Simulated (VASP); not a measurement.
Input:

```
NbAs
1.0
    3.29116     0.00000     0.00000
   -1.64558     2.85022     0.00000
    0.00000     0.00000     8.42430
Nb As
2 2
Direct
  0.33333   0.66667   0.03841
  0.66667   0.33333   0.53841
  0.33333   0.66667   0.33659
  0.66667   0.33333   0.83659
```

The numbers are results of PBEsol GGA, VASP's PBE PAW potentials (set 64) (plane waves; VASP), not measurements. Numerical set-up: 400 eV cut-off, 12×12×4 Γ-centred mesh, tetrahedra with Blöchl corrections, potentials Nb_sv As.

The cores are frozen, which limits the accuracy of field gradients.

Give the principal components of the electric field gradient (V/Å²) and the asymmetry η at each nucleus.

| atom | Vxx | Vyy | Vzz | η |
|---|---|---|---|---|
| Nb1 | 29.7 | 29.7 | -59.5 | 0.00 |
| Nb2 | 29.7 | 29.7 | -59.5 | 0.00 |
| As3 | 63.7 | 63.7 | -127.4 | 0.00 |
| As4 | 63.7 | 63.7 | -127.4 | 0.00 |

The structure was generated: NbAs was put into the wurtzite type (P6_3mc), which need not be its known phase. It was relaxed first, which changed the volume by -43 %.
